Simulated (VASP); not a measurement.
Data:

```
HfO2
1.0
    0.00000     2.59080     2.59080
    2.59080     0.00000     2.59080
    2.59080     2.59080     0.00000
Hf O
1 2
Cartesian
  0.00000   0.00000   0.00000
  1.29540   1.29540   1.29540
  3.88620   3.88620   3.88620
```

The numbers are results of PBE GGA, VASP's PBE PAW potentials (set 64) (plane waves; VASP), not measurements. Numerical set-up: EDIFF = 1E-4, 520 eV cut-off, 7×7×7 Γ-centred mesh, Gaussian smearing of 0.050 eV, potentials Hf_pv O.

Give the stress tensor in GPa (positive for a compressed cell).

```
-14.04    0.00    0.00
  0.00  -14.04    0.00
  0.00    0.00  -14.04
```
The pressure is its mean diagonal, -14.04 GPa.

The compound is HfO2 in the fluorite structure, the high-temperature cubic form, which is unstable at 0 K; the monoclinic form is the stable one. The cell was not relaxed at this level. The run is one of a series of settings (EDIFF = 1E-4 against the base run), some of them coarse on purpose.
